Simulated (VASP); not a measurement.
An input for Quantum ESPRESSO's pw.x (written as the equivalent of a VASP run, and not itself run):

```
&CONTROL
  calculation = 'scf'
  pseudo_dir = './pseudo'
  outdir = './out'
  tprnfor = .true.
  tstress = .true.
/
&SYSTEM
  ibrav = 0
  nat = 2
  ntyp = 2
  ecutwfc = 74
  occupations = 'smearing'
  smearing = 'gaussian'
  degauss = 0.003675
  input_dft = 'revpbe'
/
&ELECTRONS
  conv_thr = 7.3e-09
  electron_maxstep = 100
/
ATOMIC_SPECIES
  K 39.098 K.upf
  Br 79.904 Br.upf
CELL_PARAMETERS angstrom
     0.0000000    3.3762210    3.3762210
     3.3762210    0.0000000    3.3762210
     3.3762210    3.3762210    0.0000000
ATOMIC_POSITIONS crystal
  K    0.0000000  0.0000000  0.0000000
  Br   0.5000000  0.5000000  0.5000000
K_POINTS automatic
  7 7 7 0 0 0
```

Problem. Translate this input to VASP (INCAR, KPOINTS, POSCAR, choice of POTCAR).

Solution. One answer among several that fit: 
### KPOINTS
```
kpoints
0
gamma
7 7 7
```

### INCAR
```
ALGO = Normal
EDIFF = 1E-7
ENCUT = 520
GGA = RE
ISIF = 2
ISMEAR = 0
LASPH = .True.
LCHARG = .False.
LMAXMIX = 4
LREAL = .False.
LWAVE = .False.
NELM = 100
PREC = Accurate
SIGMA = 0.05
SYSTEM = KBr
```

File POSCAR:
```
KBr
1
    0.0000000000     3.3762210167     3.3762210167
    3.3762210167     0.0000000000     3.3762210167
    3.3762210167     3.3762210167     0.0000000000
K Br
1 1
Direct
  0.0000000000   0.0000000000   0.0000000000
  0.5000000000   0.5000000000   0.5000000000
```

POTCAR, in this order: K_sv Br (PBE.64 set). Program: vasp_std.

What does not carry over: the potentials are each code's own (VASP's PAW set, PseudoDojo norm-conserving files in pw.x), so ENCUT and ecutwfc are chosen apart and not converted; conv_thr bounds pw.x's estimated SCF error, while EDIFF bounds the energy change between steps.

The compound is KBr in the rock salt structure. This cell is one point of a volume scan, at 0.94 of the reference volume.
